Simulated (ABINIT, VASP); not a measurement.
An input for ABINIT (LDA (PW92), PAW (JTH v2.0 LDA PAW)):

```
# HfBRh3, JTH v2.0 LDA PAW
pp_dirpath "./"
pseudos "Hf.LDA_PW-JTH.xml, B.LDA_PW-JTH.xml, Rh.LDA_PW-JTH.xml"
acell 7.7389198091 7.7389198091 7.7389198091
rprim
         1.0000000000    0.0000000000    0.0000000000
         0.0000000000    1.0000000000    0.0000000000
         0.0000000000    0.0000000000    1.0000000000
natom 5
ntypat 3
znucl 72 5 45
typat 1 2 3 3 3
xred
         0.0000000000    0.0000000000    0.0000000000
         0.5000000000    0.5000000000    0.5000000000
         0.0000000000    0.5000000000    0.5000000000
         0.5000000000    0.0000000000    0.5000000000
         0.5000000000    0.5000000000    0.0000000000
ecut 21 Ha
pawecutdg 42 Ha
pawovlp -1
pawxcdev 0
occopt 7
tsmear 0.00183747
nband 42
kptopt 1
ngkpt 6 6 6
nshiftk 1
shiftk 0 0 0
nstep 50
tolvrs 1.0e-10
prtwf 0
prtden 0
prtvol 1
enunit 2
```

Question: Write the VASP files for the same calculation.

Answer: One set of files that does it:

File POSCAR:
```
HfBRh3
1.0
  4.0952600000   0.0000000000   0.0000000000
  0.0000000000   4.0952600000   0.0000000000
  0.0000000000   0.0000000000   4.0952600000
Hf B Rh
1 1 3
Cart
  0.0000000000   0.0000000000   0.0000000000
  2.0476300000   2.0476300000   2.0476300000
  0.0000000000   2.0476300000   2.0476300000
  2.0476300000   0.0000000000   2.0476300000
  2.0476300000   2.0476300000   0.0000000000
```

File KPOINTS:
```
Automatic
0
Gamma
6 6 6
```

INCAR:
```
! general
SYSTEM  = HfBRh3
PREC    = Accurate
ENCUT   = 400
LREAL   = .FALSE.
LASPH   = .TRUE.

! electronic loop
EDIFF   = 1E-6
NELM    = 100
ALGO    = Normal
LMAXMIX = 6

! smearing
ISMEAR  = 0
SIGMA   = 0.05

! ions
ISIF    = 2

! output
LWAVE   = .FALSE.
LCHARG  = .FALSE.
```

POTCAR, in this order: Hf_pv B Rh_pv (LDA.64 set). Program: vasp_std.

Both are inputs of real runs that ended normally. What can't carry over is the choice of potentials or basis and its cut-off, and each code's defaults.

VASP's LDA is the Perdew-Zunger fit; the other code's may be Perdew-Wang, which differs slightly.

The structure comes from a computed database's HfBRh3 entry (Pm-3m); how it stands against other phases isn't given here. The cell was not relaxed at this level, and it may have been scaled.
